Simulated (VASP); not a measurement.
Output of a VASP run:

### OSZICAR
```
       N       E                     dE             d eps       ncg     rms          rms(c)
DAV:   1     0.139528758050E+03    0.13953E+03   -0.11991E+04  1092   0.311E+03
DAV:   2     0.707683984568E+01   -0.13245E+03   -0.13008E+03  1054   0.417E+02
DAV:   3    -0.867898384609E+01   -0.15756E+02   -0.15657E+02  1184   0.124E+02
DAV:   4    -0.906894730378E+01   -0.38996E+00   -0.38870E+00  1160   0.224E+01
DAV:   5    -0.907450334057E+01   -0.55560E-02   -0.55544E-02  1158   0.261E+00    0.325E+00
DAV:   6    -0.901650600381E+01    0.57997E-01   -0.22143E-02  1134   0.155E+00    0.194E+00
DAV:   7    -0.898328448669E+01    0.33222E-01   -0.59168E-02  1094   0.224E+00    0.156E-01
DAV:   8    -0.898502697011E+01   -0.17425E-02   -0.66246E-03  1162   0.114E+00    0.561E-02
DAV:   9    -0.898507080621E+01   -0.43836E-04   -0.25586E-04  1310   0.285E-01    0.182E-02
DAV:  10    -0.898509359536E+01   -0.22789E-04   -0.64526E-05  1136   0.101E-01    0.609E-03
DAV:  11    -0.898509552847E+01   -0.19331E-05   -0.60991E-06  1286   0.445E-02    0.124E-03
DAV:  12    -0.898509568022E+01   -0.15175E-06   -0.26451E-07   604   0.825E-03
   1 F= -.89850957E+01 E0= -.89833645E+01  d E =-.346234E-02
```

OUTCAR:
```
------------------------ aborting loop because EDIFF is reached ----------------------------------------
  FORCE on cell =-STRESS in cart. coord.  units (eV):
  Direction    XX          YY          ZZ          XY          YZ          ZX
  --------------------------------------------------------------------------------------
  Total        0.7981629      0.7981629      0.7981629      0.0000000      0.0000000      0.0000000
  in kB       28.5082605     28.5082605     28.5082605      0.0000000      0.0000000      0.0000000
  external PRESSURE =      28.5082605 kB  Pullay stress =       0.0000000 kB
  volume of cell :       44.86
      direct lattice vectors                 reciprocal lattice vectors
     0.000000000  2.820117000  2.820117000    -0.177297609  0.177297609  0.177297609
     2.820117000  0.000000000  2.820117000     0.177297609 -0.177297609  0.177297609
     2.820117000  2.820117000  0.000000000     0.177297609  0.177297609 -0.177297609
 POSITION                                       TOTAL-FORCE (eV/Angst)
 -----------------------------------------------------------------------------------
      2.82012      2.82012      2.82012        -0.000000     -0.000000     -0.000000
      4.23018      4.23018      4.23018         0.000000      0.000000      0.000000
 -----------------------------------------------------------------------------------
    total drift:                               -0.000000      0.000000      0.000000
  FREE ENERGIE OF THE ION-ELECTRON SYSTEM (eV)
  ---------------------------------------------------
  free  energy   TOTEN  =        -8.9850956802 eV

  energy  without entropy=       -8.9816333429  energy(sigma->0) =       -8.98336451
```
(Selected blocks of OUTCAR.)

POSCAR:
```
Ge
1
    0.0000000000     2.8201170000     2.8201170000
    2.8201170000     0.0000000000     2.8201170000
    2.8201170000     2.8201170000     0.0000000000
Ge
2
Direct
  0.5000000000   0.5000000000   0.5000000000
  0.7500000000   0.7500000000   0.7500000000
```

Task: Reconstruct the remaining input files.

Result: Several could match; the one computed here: the input of the run itself, PBE GGA, plane waves, VASP's PBE PAW potentials (set 64).

File KPOINTS:
```
Automatic mesh
0
Gamma
8 8 8
0 0 0
```

INCAR:
```
ALGO  =  Normal
EDIFF  =  1E-6
ENCUT  =  300
GGA  =  PE
ISIF  =  2
ISMEAR  =  -1
LASPH  =  T
LCHARG  =  F
LMAXMIX  =  4
LREAL  =  F
LWAVE  =  F
NELM  =  100
PREC  =  Accurate
SIGMA  =  0.1
SYSTEM  =  Ge
```

POTCAR, in this order: Ge_d (PBE.64 set). Program: vasp_std.

At this cut-off the stress carries a Pulay error, which pulls relaxed volumes low.

The structure comes from a computed database's Ge entry; how it stands against other phases isn't given here. The cell was not relaxed at this level.
